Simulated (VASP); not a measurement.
MgZr2O3: relaxation of cell and atoms with PBE

MgZr2O3:

```
CELL_PARAMETERS angstrom
4.13874 0.00000 0.00000
0.00000 4.13874 0.00000
0.00000 0.00000 4.61415
ATOMIC_POSITIONS crystal
Mg 0.50000 0.50000 0.36432
Zr 0.00000 0.50000 0.96632
Zr 0.50000 0.00000 0.96632
O 0.00000 0.50000 0.32720
O 0.50000 0.00000 0.32720
O 0.00000 0.00000 0.15870
```

The cell was built by a generator and needn't be a form met in nature.

```yaml
Program: VASP 6.6.1
Task: relaxation of cell and atoms
Functional: PBE
Potentials_or_basis: VASP PAW PBE potentials, release 64 (Mg, Zr_sv, O)
Cutoff: 520 eV
k_mesh: 4 × 4 × 3
Occupations: gaussian, width 0.15 eV
Spin: no spin polarisation
Further_INCAR_settings: PREC = Normal; ALGO = Fast; EDIFF = 0.0001; IBRION = 2; EDIFFG = -0.08; NSW = 24; ISIF = 3
```

```
Relaxed volume                         : 13.80 Å³/atom
Relaxed cell                           : a = 4.410 Å, b = 4.410 Å, c = 4.256 Å, α = 90.00°, β = 90.00°, γ = 90.00°
Space group after relaxing (to 0.05 Å) : P4/mmm (No. 123)
Energy gained by relaxing              : 1432.9 meV/atom
Ionic steps                            : 19
Pressure after relaxing                : -0.2 GPa
Largest force after relaxing           : 0.069 eV/Å
Band gap on the k mesh                 : none (metal or under the smearing width)
```

Forces on the atoms (eV/Å):
```
Mg   0.000  0.000 -0.009
Zr   0.000  0.000  0.011
Zr   0.000  0.000  0.011
O    0.000  0.000  0.027
O    0.000  0.000  0.027
O    0.000  0.000 -0.069
```

Stress tensor (GPa, compression positive):
```
-0.10  0.00  0.00
 0.00 -0.10  0.00
 0.00  0.00 -0.33
```

The path:
| step | energy change (eV) | largest force (eV/Å) | pressure (GPa) | volume (Å³) |
| --- | --- | --- | --- | --- |
| 1 | 0.0000 | 11.4059 | 44.56 | 79.04 |
| 2 | 0.5145 | 4.4363 | -28.72 | 128.20 |
| 3 | -0.2765 | 4.7029 | -27.52 | 119.26 |
| 4 | -0.9843 | 4.9431 | -25.93 | 112.18 |
| 5 | -3.1239 | 5.7327 | -16.20 | 94.70 |
| 6 | -3.7226 | 6.1951 | -2.71 | 86.65 |
| 7 | -6.4180 | 4.2835 | -6.40 | 88.10 |
| 8 | -7.3112 | 1.6738 | 1.70 | 88.88 |
| 9 | -7.5917 | 2.2629 | -3.94 | 88.85 |
| 10 | -7.6081 | 2.0097 | -3.16 | 88.88 |
| 11 | -8.3621 | 0.9798 | -2.25 | 86.21 |
| 12 | -8.3741 | 0.6137 | -3.13 | 86.53 |
| 13 | -8.5690 | 0.3027 | -0.91 | 82.84 |
| 14 | -8.5780 | 0.3065 | -1.56 | 83.48 |
| 15 | -8.5836 | 0.2017 | 2.11 | 81.66 |
| 16 | -8.5873 | 0.2462 | 0.64 | 82.37 |
| 17 | -8.5933 | 0.1410 | 0.37 | 82.54 |
| 18 | -8.5964 | 0.1237 | -0.03 | 82.77 |
| 19 | -8.5977 | 0.0686 | -0.18 | 82.78 |

Final structure:
```
CELL_PARAMETERS angstrom
4.41017 0.00000 0.00000
0.00000 4.41017 0.00000
0.00000 0.00000 4.25593
ATOMIC_POSITIONS crystal
Mg 0.50000 0.50000 0.43445
Zr 0.00000 0.50000 0.93418
Zr 0.50000 0.00000 0.93418
O 0.00000 0.50000 0.43457
O 0.50000 0.00000 0.43457
O 0.00000 0.00000 0.93810
```

Levels at points of the mesh, in eV from the Fermi level:
```
           k point  band 19  band 20  band 21  band 22  band 23  band 24  band 25  band 26
(0.00, 0.00, 0.00)    -3.13    -2.89    -2.89    -1.66    -0.11    -0.11     2.63     3.65
(0.50, 0.00, 0.00)    -3.29    -3.19    -1.93    -0.10     0.50     0.72     1.11     1.39
(0.50, 0.50, 0.00)    -3.55    -2.48    -1.60    -0.50    -0.50     0.60     2.60     2.86
```

Wall time 2.1 min on 1 thread of Intel(R) Xeon(R) 6975P-C (Granite Rapids), on a shared host, peak memory 0.15 GiB.

Caveat: the k mesh is coarse (spacing up to 0.45 Å⁻¹), so the values aren't converged; the relaxation stopped at a loose force limit of 0.08 eV/Å, so its end isn't a converged minimum.
